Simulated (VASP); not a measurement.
```yaml
crystal:
  lattice:
    - [0.00000, 1.80378, 1.80378]
    - [1.80378, 0.00000, 1.80378]
    - [1.80378, 1.80378, 0.00000]
  atoms:
    - { symbol: B, position: [0.00000, 0.00000, 0.00000] }
    - { symbol: N, position: [0.25000, 0.25000, 0.25000] }
```

The numbers are results of PBEsol GGA, VASP's PBE PAW potentials (set 64) (plane waves; VASP 6.6.1), not measurements. Run with 520 eV cut-off, 12×12×12 Γ-centred mesh, Gaussian smearing of 0.010 eV, potentials B N.

Question: Give the electronic dielectric tensor ε∞ (DFPT, local fields included).

Answer: 
```
4.63  0.00  0.00
0.00  4.63  0.00
0.00  0.00  4.63
```

Question: Give the Born effective charges.

Answer: 
```tsv
atom	Z*xx	Z*yy	Z*zz	mean
B1	1.90	1.90	1.90	1.90
N2	-1.90	-1.90	-1.90	-1.90
```

The compound is BN in the zinc blende structure. It was relaxed first.
